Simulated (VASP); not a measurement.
These are PBE GGA, VASP's PBE PAW potentials (set 64) (plane waves; VASP) values and carry that method's errors.

VASP ran on this input.

**INCAR**
```
SYSTEM = Ni
PREC = Accurate; ENCUT = 400; LREAL = F
LASPH = T
EDIFF = 1E-6; NELM = 100; ALGO = Normal
LMAXMIX = 4
ISMEAR = 1; SIGMA = 0.1
GGA = PE
ISPIN = 2; MAGMOM = 0.8
IBRION = 2; NSW = 60; ISIF = 3
EDIFFG = -0.01
LWAVE = F; LCHARG = F; LORBIT = 10
```

### KPOINTS
```
Regular mesh
0
gamma
  16 16 16
```

**POSCAR**
```
Ni
1
    0.0000000000     1.7600000000     1.7600000000
    1.7600000000     0.0000000000     1.7600000000
    1.7600000000     1.7600000000     0.0000000000
Ni
1
Direct
  0.0000000000   0.0000000000   0.0000000000
```

POTCAR, in this order: Ni (PBE.64 set). Program: vasp_std.

Output

OSZICAR:
```
       N       E                     dE             d eps       ncg     rms          rms(c)
DAV:   1     0.184624017978E+02    0.18462E+02   -0.41333E+03  5388   0.117E+03
DAV:   2    -0.618335075490E+01   -0.24646E+02   -0.23793E+02  5261   0.150E+02
DAV:   3    -0.649292035059E+01   -0.30957E+00   -0.30919E+00  6156   0.217E+01
DAV:   4    -0.649578950211E+01   -0.28692E-02   -0.28689E-02  5930   0.185E+00
DAV:   5    -0.649585768140E+01   -0.68179E-04   -0.68180E-04  6134   0.245E-01    0.990E+00
DAV:   6    -0.582341079376E+01    0.67245E+00   -0.16928E+01  5469   0.671E+01    0.611E+00
DAV:   7    -0.548969828897E+01    0.33371E+00   -0.29048E+00  5504   0.259E+01    0.189E+00
DAV:   8    -0.547460006878E+01    0.15098E-01   -0.17616E-02  7487   0.153E+00    0.950E-01
DAV:   9    -0.547212131197E+01    0.24788E-02   -0.17486E-03  7584   0.414E-01    0.251E-01
DAV:  10    -0.547153162628E+01    0.58969E-03   -0.77006E-04  7409   0.252E-01    0.341E-02
DAV:  11    -0.547153435246E+01   -0.27262E-05   -0.16159E-05  6529   0.435E-02    0.291E-02
DAV:  12    -0.547153469253E+01   -0.34007E-06   -0.65104E-07  2981   0.108E-02
   1 F= -.54715347E+01 E0= -.54716980E+01  d E =-.547153E+01  mag=     0.5944
       N       E                     dE             d eps       ncg     rms          rms(c)
DAV:   1    -0.549974286200E+01   -0.28209E-01   -0.45790E-01  5433   0.115E+01    0.141E+00
DAV:   2    -0.548084986344E+01    0.18893E-01   -0.43712E-01  5452   0.101E+01    0.758E-01
DAV:   3    -0.547217032419E+01    0.86795E-02   -0.67234E-02  5403   0.409E+00    0.222E-01
DAV:   4    -0.547162300719E+01    0.54732E-03   -0.38282E-04  5897   0.160E-01    0.125E-01
DAV:   5    -0.547153464498E+01    0.88362E-04   -0.16998E-04  7097   0.101E-01    0.237E-02
DAV:   6    -0.547153671216E+01   -0.20672E-05   -0.29995E-06  5433   0.195E-02    0.123E-02
DAV:   7    -0.547153549800E+01    0.12142E-05   -0.97993E-07  2712   0.159E-02    0.169E-03
DAV:   8    -0.547153539991E+01    0.98089E-07   -0.27116E-08  2651   0.234E-03
   2 F= -.54715354E+01 E0= -.54716763E+01  d E =-.707375E-06  mag=     0.5926
       N       E                     dE             d eps       ncg     rms          rms(c)
DAV:   1    -0.547888837391E+01   -0.73529E-02   -0.11494E-01  5429   0.579E+00    0.711E-01
DAV:   2    -0.547423251064E+01    0.46559E-02   -0.11293E-01  5459   0.503E+00    0.388E-01
DAV:   3    -0.547194952023E+01    0.22830E-02   -0.17399E-02  5398   0.210E+00    0.113E-01
DAV:   4    -0.547181619272E+01    0.13333E-03   -0.95614E-05  5931   0.889E-02    0.650E-02
DAV:   5    -0.547179704981E+01    0.19143E-04   -0.42856E-05  7055   0.511E-02    0.124E-02
DAV:   6    -0.547179874984E+01   -0.17000E-05   -0.15915E-06  2759   0.145E-02    0.485E-03
DAV:   7    -0.547179935240E+01   -0.60256E-06   -0.43084E-07  2625   0.112E-02
   3 F= -.54717994E+01 E0= -.54719521E+01  d E =-.264660E-03  mag=     0.5936
```

### OUTCAR
```
------------------------ aborting loop because EDIFF is reached ----------------------------------------
  FORCE on cell =-STRESS in cart. coord.  units (eV):
  Direction    XX          YY          ZZ          XY          YZ          ZX
  --------------------------------------------------------------------------------------
  Total        0.0023447      0.0023447      0.0023447     -0.0000000      0.0000000     -0.0000000
  in kB        0.3466998      0.3466998      0.3466998     -0.0000000      0.0000000     -0.0000000
  external PRESSURE =       0.3466998 kB  Pullay stress =       0.0000000 kB
  volume of cell :       10.84
      direct lattice vectors                 reciprocal lattice vectors
     0.000000000  1.756336475  1.756336475    -0.284683492  0.284683492  0.284683492
     1.756336475 -0.000000000  1.756336475     0.284683492 -0.284683492  0.284683492
     1.756336475  1.756336475  0.000000000     0.284683492  0.284683492 -0.284683492
 POSITION                                       TOTAL-FORCE (eV/Angst)
 -----------------------------------------------------------------------------------
      0.00000      0.00000      0.00000        -0.000000      0.000000     -0.000000
 -----------------------------------------------------------------------------------
    total drift:                                0.000000      0.000000      0.000000
  FREE ENERGIE OF THE ION-ELECTRON SYSTEM (eV)
  ---------------------------------------------------
  free  energy   TOTEN  =        -5.4717993524 eV

  energy  without entropy=       -5.4722575394  energy(sigma->0) =       -5.47195208

 total charge

# of ion       s       p       d       tot
------------------------------------------
    1        0.499   0.501   8.315   9.315

 magnetization (x)

# of ion       s       p       d       tot
------------------------------------------
    1       -0.007  -0.025   0.637   0.605

 reached required accuracy - stopping structural energy minimisation
```
(Selected blocks of OUTCAR.)

CONTCAR:
```
Ni
   1.00000000000000
     0.0000000000000000    1.7563364750135577    1.7563364750135577
     1.7563364750135577   -0.0000000000000000    1.7563364750135577
     1.7563364750135577    1.7563364750135577    0.0000000000000000
  Ni
     1
Direct
     0.0000000000000000    0.0000000000000000    0.0000000000000000
```

The compound is Ni in the fcc structure. This run relaxes it. Symmetry was kept, so distortions that lower it aren't found.
